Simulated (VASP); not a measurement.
OSZICAR of a VASP run on VAs (a trial cell in the tenorite structure, space group C2/c):

OSZICAR:
```
       N       E                     dE             d eps       ncg     rms          rms(c)
DAV:   1     0.310024146547E+03    0.31002E+03   -0.18323E+04  2880   0.115E+03
DAV:   2     0.113228150301E+01   -0.30889E+03   -0.30306E+03  2560   0.368E+02
DAV:   3    -0.166763160725E+02   -0.17809E+02   -0.17426E+02  3240   0.806E+01
DAV:   4    -0.172289835437E+02   -0.55267E+00   -0.54196E+00  2856   0.119E+01
DAV:   5    -0.172467033075E+02   -0.17720E-01   -0.17628E-01  2896   0.188E+00    0.205E+01
DAV:   6    -0.185348305728E+02   -0.12881E+01   -0.13624E+02  3056   0.628E+01    0.358E+01
DAV:   7    -0.141414072899E+02    0.43934E+01   -0.34545E+01  3296   0.411E+01    0.129E+01
DAV:   8    -0.141521458160E+02   -0.10739E-01   -0.73673E+00  3032   0.152E+01    0.426E+00
DAV:   9    -0.155113840468E+02   -0.13592E+01   -0.46179E+00  2944   0.658E+00    0.428E+00
DAV:  10    -0.157092096416E+02   -0.19783E+00   -0.99440E-02  2960   0.184E+00    0.400E+00
DAV:  11    -0.169905654203E+02   -0.12814E+01   -0.18164E+00  3024   0.771E+00    0.223E+00
DAV:  12    -0.174115927216E+02   -0.42103E+00   -0.79740E-01  3040   0.468E+00    0.103E+00
DAV:  13    -0.174689179597E+02   -0.57325E-01   -0.16803E-01  3232   0.181E+00    0.709E-01
DAV:  14    -0.174996518150E+02   -0.30734E-01   -0.62342E-02  2936   0.144E+00    0.420E-01
DAV:  15    -0.175109906073E+02   -0.11339E-01   -0.58804E-02  2984   0.133E+00    0.359E-01
DAV:  16    -0.175201594919E+02   -0.91689E-02   -0.18342E-02  2968   0.629E-01    0.313E-01
DAV:  17    -0.175288641921E+02   -0.87047E-02   -0.71242E-02  2944   0.117E+00    0.349E-01
DAV:  18    -0.175394121745E+02   -0.10548E-01   -0.43600E-02  2928   0.915E-01    0.273E-01
DAV:  19    -0.175489151677E+02   -0.95030E-02   -0.64619E-02  2904   0.108E+00    0.209E-01
DAV:  20    -0.175539225989E+02   -0.50074E-02   -0.24613E-02  2880   0.659E-01    0.158E-01
DAV:  21    -0.175619492990E+02   -0.80267E-02   -0.12659E-01  2912   0.145E+00    0.143E-01
DAV:  22    -0.175670274837E+02   -0.50782E-02   -0.36971E-02  2984   0.746E-01    0.137E-01
DAV:  23    -0.175717022003E+02   -0.46747E-02   -0.34730E-02  3128   0.665E-01    0.139E-01
DAV:  24    -0.175761482556E+02   -0.44461E-02   -0.41849E-02  2800   0.730E-01    0.144E-01
DAV:  25    -0.175766473832E+02   -0.49913E-03   -0.43699E-04  2416   0.169E-01    0.136E-01
DAV:  26    -0.175763042696E+02    0.34311E-03   -0.18893E-04  2736   0.808E-02    0.137E-01
DAV:  27    -0.175762151458E+02    0.89124E-04   -0.98884E-05  2472   0.580E-02    0.139E-01
DAV:  28    -0.175760242626E+02    0.19088E-03   -0.92300E-05  2200   0.479E-02    0.135E-01
DAV:  29    -0.175686853425E+02    0.73389E-02   -0.36044E-02  2632   0.992E-01    0.284E-01
DAV:  30    -0.175593780520E+02    0.93073E-02   -0.22719E-02  2872   0.882E-01    0.577E-01
DAV:  31    -0.175649798020E+02   -0.56017E-02   -0.52424E-02  2880   0.861E-01    0.666E-01
DAV:  32    -0.175687082044E+02   -0.37284E-02   -0.58855E-02  2856   0.918E-01    0.759E-01
DAV:  33    -0.175733111047E+02   -0.46029E-02   -0.72103E-02  2840   0.965E-01    0.803E-01
DAV:  34    -0.175741563716E+02   -0.84527E-03   -0.98220E-03  3072   0.366E-01    0.767E-01
DAV:  35    -0.175883568330E+02   -0.14200E-01   -0.23169E-01  2880   0.176E+00    0.739E-01
DAV:  36    -0.175909663552E+02   -0.26095E-02   -0.24692E-02  2920   0.615E-01    0.653E-01
DAV:  37    -0.175898436348E+02    0.11227E-02   -0.13159E-03  2936   0.159E-01    0.652E-01
DAV:  38    -0.175864441231E+02    0.33995E-02   -0.37605E-03  2816   0.254E-01    0.665E-01
DAV:  39    -0.175887421862E+02   -0.22981E-02   -0.14132E-03  2824   0.283E-01    0.585E-01
DAV:  40    -0.176037798445E+02   -0.15038E-01   -0.23370E-01  2880   0.184E+00    0.510E-01
DAV:  41    -0.176129208452E+02   -0.91410E-02   -0.25250E-01  2840   0.185E+00    0.397E-01
DAV:  42    -0.176141601702E+02   -0.12393E-02   -0.49046E-03  2648   0.395E-01    0.340E-01
DAV:  43    -0.176132660945E+02    0.89408E-03   -0.92200E-05  2872   0.820E-02    0.340E-01
DAV:  44    -0.176130728865E+02    0.19321E-03   -0.40163E-06  2336   0.157E-02    0.339E-01
DAV:  45    -0.176033399606E+02    0.97329E-02   -0.11262E-01  2872   0.128E+00    0.339E-01
DAV:  46    -0.176104623119E+02   -0.71224E-02   -0.10282E-02  2624   0.538E-01    0.312E-01
DAV:  47    -0.176062462629E+02    0.42160E-02   -0.33671E-02  2888   0.675E-01    0.292E-01
DAV:  48    -0.176080751968E+02   -0.18289E-02   -0.28186E-03  2528   0.298E-01    0.245E-01
DAV:  49    -0.176085415685E+02   -0.46637E-03   -0.10072E-03  3136   0.154E-01    0.223E-01
DAV:  50    -0.176087082168E+02   -0.16665E-03   -0.43289E-04  2504   0.949E-02    0.217E-01
DAV:  51    -0.176106037119E+02   -0.18955E-02   -0.19392E-03  2608   0.244E-01    0.186E-01
DAV:  52    -0.176113934069E+02   -0.78969E-03   -0.11743E-03  2744   0.145E-01    0.170E-01
DAV:  53    -0.176120708014E+02   -0.67739E-03   -0.12407E-03  2768   0.133E-01    0.162E-01
DAV:  54    -0.176106921774E+02    0.13786E-02   -0.37127E-03  2744   0.242E-01    0.167E-01
DAV:  55    -0.176114560221E+02   -0.76384E-03   -0.84664E-04  2648   0.125E-01    0.166E-01
DAV:  56    -0.176160870999E+02   -0.46311E-02   -0.89030E-02  2752   0.116E+00    0.142E-01
DAV:  57    -0.176173211049E+02   -0.12340E-02   -0.47996E-03  3120   0.330E-01    0.137E-01
DAV:  58    -0.176213614874E+02   -0.40404E-02   -0.16331E-01  2856   0.152E+00    0.123E-01
DAV:  59    -0.176224990112E+02   -0.11375E-02   -0.95670E-03  2968   0.482E-01    0.125E-01
DAV:  60    -0.176242956932E+02   -0.17967E-02   -0.19611E-02  2848   0.526E-01    0.114E-01
DAV:  61    -0.176257729662E+02   -0.14773E-02   -0.88207E-03  3088   0.343E-01    0.998E-02
DAV:  62    -0.176228769226E+02    0.28960E-02   -0.39786E-02  2768   0.804E-01    0.123E-01
DAV:  63    -0.176241243201E+02   -0.12474E-02   -0.46247E-03  2568   0.316E-01    0.111E-01
DAV:  64    -0.176240856923E+02    0.38628E-04   -0.51286E-05  2304   0.390E-02    0.112E-01
DAV:  65    -0.176226277270E+02    0.14580E-02   -0.11438E-02  2728   0.408E-01    0.117E-01
DAV:  66    -0.176258485973E+02   -0.32209E-02   -0.73015E-02  2896   0.110E+00    0.787E-02
DAV:  67    -0.176263054030E+02   -0.45681E-03   -0.22394E-03  2768   0.324E-01    0.638E-02
DAV:  68    -0.176271680124E+02   -0.86261E-03   -0.85856E-03  2856   0.343E-01    0.621E-02
DAV:  69    -0.176281815362E+02   -0.10135E-02   -0.10932E-02  2792   0.381E-01    0.628E-02
DAV:  70    -0.176286326579E+02   -0.45112E-03   -0.18485E-03  3168   0.163E-01    0.640E-02
DAV:  71    -0.176294461827E+02   -0.81352E-03   -0.68403E-03  2824   0.298E-01    0.599E-02
DAV:  72    -0.176294603848E+02   -0.14202E-04   -0.12133E-04  2368   0.783E-02    0.602E-02
DAV:  73    -0.176295965747E+02   -0.13619E-03   -0.16351E-04  2600   0.491E-02    0.588E-02
DAV:  74    -0.176302674570E+02   -0.67088E-03   -0.50544E-03  2856   0.274E-01    0.534E-02
DAV:  75    -0.176305625055E+02   -0.29505E-03   -0.10974E-03  3064   0.124E-01    0.593E-02
DAV:  76    -0.176316969904E+02   -0.11345E-02   -0.35311E-02  2824   0.698E-01    0.712E-02
DAV:  77    -0.176324564254E+02   -0.75943E-03   -0.42171E-03  3072   0.257E-01    0.775E-02
DAV:  78    -0.176328060504E+02   -0.34963E-03   -0.17662E-03  2920   0.150E-01    0.790E-02
DAV:  79    -0.176329211889E+02   -0.11514E-03   -0.78108E-05  2352   0.543E-02    0.779E-02
DAV:  80    -0.176331172969E+02   -0.19611E-03   -0.60252E-04  2952   0.924E-02    0.730E-02
DAV:  81    -0.176331770351E+02   -0.59738E-04   -0.16529E-04  2520   0.554E-02    0.754E-02
DAV:  82    -0.176333199089E+02   -0.14287E-03   -0.59177E-04  2832   0.926E-02    0.771E-02
DAV:  83    -0.176334034601E+02   -0.83551E-04   -0.22223E-04  2696   0.571E-02    0.807E-02
DAV:  84    -0.176332492412E+02    0.15422E-03   -0.60780E-04  2784   0.961E-02    0.831E-02
DAV:  85    -0.176331069778E+02    0.14226E-03   -0.69370E-04  2880   0.101E-01    0.819E-02
DAV:  86    -0.176336727238E+02   -0.56575E-03   -0.19728E-02  2824   0.539E-01    0.939E-02
DAV:  87    -0.176339165563E+02   -0.24383E-03   -0.26474E-04  2440   0.114E-01    0.970E-02
DAV:  88    -0.176339366686E+02   -0.20112E-04   -0.33958E-06  2536   0.154E-02    0.969E-02
DAV:  89    -0.176339074017E+02    0.29267E-04   -0.29963E-05  2328   0.268E-02    0.962E-02
DAV:  90    -0.176339048049E+02    0.25968E-05   -0.14235E-04  2576   0.482E-02    0.943E-02
DAV:  91    -0.176340664290E+02   -0.16162E-03   -0.23791E-03  2808   0.183E-01    0.100E-01
DAV:  92    -0.176342878818E+02   -0.22145E-03   -0.48070E-04  2768   0.911E-02    0.107E-01
DAV:  93    -0.176343888690E+02   -0.10099E-03   -0.25161E-04  2784   0.591E-02    0.110E-01
DAV:  94    -0.176344823988E+02   -0.93530E-04   -0.19908E-04  2416   0.521E-02    0.113E-01
DAV:  95    -0.176345182657E+02   -0.35867E-04   -0.37437E-05  2336   0.246E-02    0.115E-01
DAV:  96    -0.176341428261E+02    0.37544E-03   -0.85299E-03  2856   0.357E-01    0.106E-01
DAV:  97    -0.176341001658E+02    0.42660E-04   -0.34654E-04  2880   0.883E-02    0.972E-02
DAV:  98    -0.176341708480E+02   -0.70682E-04   -0.10974E-04  2672   0.478E-02    0.962E-02
DAV:  99    -0.176343963684E+02   -0.22552E-03   -0.17326E-03  2776   0.160E-01    0.102E-01
DAV: 100    -0.176345222776E+02   -0.12591E-03   -0.42991E-04  2912   0.789E-02
   1 F= -.17634522E+02 E0= -.17632354E+02  d E =-.433580E-02  mag=     6.5962
```

Which electronic solver shows in the log?

It is blocked Davidson (ALGO = Normal, or the opening steps of other solvers). The INCAR had ALGO = Normal.

How was spin treated?

Collinear spin (ISPIN = 2): the summary line carries one mag value, 6.60 μB in the cell.

Can the final energy be trusted as converged?

Convergence was not reached. It stopped with EDIFF = 1E-6, NELM = 100 (PBE GGA + U (Dudarev), plane waves, VASP's PBE PAW potentials (set 64)).

The structure was generated: VAs was put into the tenorite type (C2/c), which need not be its known phase. The cell was not relaxed at this level. The k-mesh is coarse (spacing up to 0.33 per Å, 2π included), so the numbers may not be converged in it. The run is one of a series of settings (LDAU = .TRUE., LDAUJ = 0 0, LDAUL = 2 -1, LDAUTYPE = 2, LDAUU = 8.0 0 against the base run), some of them coarse on purpose.
